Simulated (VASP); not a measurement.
Computed with PW91 GGA, VASP's PBE PAW potentials (set 64) (plane waves; VASP 6.6.1).

The input files of a VASP run:

**INCAR**
```
! general
SYSTEM  = FePt
PREC    = Accurate
ENCUT   = 520   ! plane-wave cut-off (eV)
LREAL   = .FALSE.   ! projection in real space or not
LASPH   = .TRUE.   ! aspherical one-centre terms

! electronic loop
EDIFF   = 1E-6   ! SCF stop (eV)
NELM    = 100   ! most electronic steps
ALGO    = Normal   ! blocked Davidson
LMAXMIX = 6   ! l cut-off of mixed one-centre charges

! smearing
ISMEAR  = 1   ! Methfessel-Paxton
SIGMA   = 0.1   ! width (eV)

! functional
GGA     = 91   ! PW91

! spin
ISPIN   = 2
MAGMOM  = 2.9 0.3

! ions
IBRION  = 2   ! conjugate gradients
NSW     = 60
ISIF    = 3   ! ions, shape and volume
EDIFFG  = -0.01   ! ionic stop

! output
LWAVE   = .FALSE.
LCHARG  = .FALSE.
LORBIT  = 10
```

### KPOINTS
```
Automatic mesh
0
Gamma
12 12 9
0 0 0
```

**POSCAR**
```
FePt
1.0
  2.7293732066   0.0000000000   0.0000000000
  0.0000000000   2.7293732066   0.0000000000
  0.0000000000   0.0000000000   3.7698682891
Fe Pt
1 1
Cart
  0.0000000000   0.0000000000   3.7698682891
  1.3646866033   1.3646866033   1.8849341446
```

POTCAR, in this order: Fe Pt (PBE.64 set). Program: vasp_std.

Output of the run:

File OUTCAR:
```
 ion  position               nearest neighbor table
   1  0.000  0.000  0.000-   2 2.70   2 2.70   2 2.70   2 2.70   2 2.70   2 2.70   2 2.70   2 2.70
  LATTYP: Found a simple tetragonal cell.
 ALAT       =     2.7293732066
 C/A-ratio  =     1.3812212562
 Subroutine PRICEL returns:
 Original cell was already a primitive cell.
 Subroutine GETGRP returns: Found 16 space group operations
The static configuration has the point symmetry D_4h.
The dynamic configuration has the point symmetry D_4h.
The overall configuration has the point symmetry D_4h.
 Subroutine INISYM returns: Found 16 space group operations
 Subroutine IBZKPT returns following result:
 Found    140 irreducible k-points:

 Following reciprocal coordinates:
            Coordinates               Weight
  0.000000  0.000000  0.000000      1.000000
  0.083333  0.000000  0.000000      4.000000
  0.166667  0.000000  0.000000      4.000000
  0.250000  0.000000  0.000000      4.000000
  0.333333  0.000000  0.000000      4.000000
  0.416667  0.000000  0.000000      4.000000
  0.500000  0.000000  0.000000      2.000000
  0.083333  0.083333  0.000000      4.000000
...
```

**OSZICAR**
```
       N       E                     dE             d eps       ncg     rms          rms(c)
DAV:   1     0.924891635502E+02    0.92489E+02   -0.88128E+03  8696   0.132E+03
DAV:   2    -0.127500048987E+02   -0.10524E+03   -0.94191E+02  8533   0.254E+02
DAV:   3    -0.160333422030E+02   -0.32833E+01   -0.31749E+01 10704   0.542E+01
DAV:   4    -0.160681750249E+02   -0.34833E-01   -0.34816E-01  9566   0.477E+00
DAV:   5    -0.160691054542E+02   -0.93043E-03   -0.93039E-03 11166   0.888E-01    0.159E+01
DAV:   6    -0.168356871323E+02   -0.76658E+00   -0.12170E+01  9070   0.779E+01    0.218E+01
DAV:   7    -0.148254967354E+02    0.20102E+01   -0.86733E+00 10781   0.763E+01    0.873E+00
DAV:   8    -0.147665874502E+02    0.58909E-01   -0.41617E-01 10091   0.102E+01    0.435E+00
DAV:   9    -0.146743837588E+02    0.92204E-01   -0.17403E-01 12154   0.876E+00    0.159E+00
DAV:  10    -0.146690442590E+02    0.53395E-02   -0.30941E-02 12923   0.305E+00    0.769E-01
DAV:  11    -0.146679261471E+02    0.11181E-02   -0.37348E-03 12314   0.127E+00    0.266E-01
DAV:  12    -0.146677912255E+02    0.13492E-03   -0.38570E-04 11934   0.305E-01    0.740E-02
DAV:  13    -0.146678030462E+02   -0.11821E-04   -0.37454E-05 10828   0.112E-01    0.375E-02
DAV:  14    -0.146678006676E+02    0.23786E-05   -0.54626E-06  9531   0.585E-02    0.144E-02
DAV:  15    -0.146678004298E+02    0.23772E-06   -0.19120E-06  6151   0.335E-02
   1 F= -.14667800E+02 E0= -.14667616E+02  d E =-.146678E+02  mag=     3.2329
```

**OUTCAR**
```
------------------------ aborting loop because EDIFF is reached ----------------------------------------
  FORCE on cell =-STRESS in cart. coord.  units (eV):
  Direction    XX          YY          ZZ          XY          YZ          ZX
  --------------------------------------------------------------------------------------
  Total        0.0110555      0.0110555      0.0036738      0.0000000     -0.0000000      0.0000000
  in kB        0.6307218      0.6307218      0.2095918      0.0000000     -0.0000000      0.0000000
  external PRESSURE =       0.4903451 kB  Pullay stress =       0.0000000 kB
  volume of cell :       28.08
      direct lattice vectors                 reciprocal lattice vectors
     2.729373207  0.000000000  0.000000000     0.366384486  0.000000000  0.000000000
     0.000000000  2.729373207  0.000000000     0.000000000  0.366384486  0.000000000
     0.000000000  0.000000000  3.769868289     0.000000000  0.000000000  0.265261257
 POSITION                                       TOTAL-FORCE (eV/Angst)
 -----------------------------------------------------------------------------------
      0.00000      0.00000      0.00000         0.000000      0.000000      0.000000
      1.36469      1.36469      1.88493         0.000000      0.000000      0.000000
 -----------------------------------------------------------------------------------
    total drift:                               -0.000000      0.000000      0.000000
  FREE ENERGIE OF THE ION-ELECTRON SYSTEM (eV)
  ---------------------------------------------------
  free  energy   TOTEN  =       -14.6678004298 eV

  energy  without entropy=      -14.6672480361  energy(sigma->0) =      -14.66761630

 total charge

# of ion       s       p       d       tot
------------------------------------------
    1        0.402   0.432   6.135   6.970
    2        0.710   0.637   8.056   9.403
--------------------------------------------------
tot          1.112   1.069  14.191  16.373

 magnetization (x)

# of ion       s       p       d       tot
------------------------------------------
    1        0.003  -0.008   2.889   2.883
    2       -0.024  -0.062   0.411   0.325
--------------------------------------------------
tot         -0.021  -0.070   3.300   3.209

 reached required accuracy - stopping structural energy minimisation
```
(Selected blocks of OUTCAR.)

The compound is FePt in the L1_0 structure. It was relaxed first. The start is the result of an earlier pass.
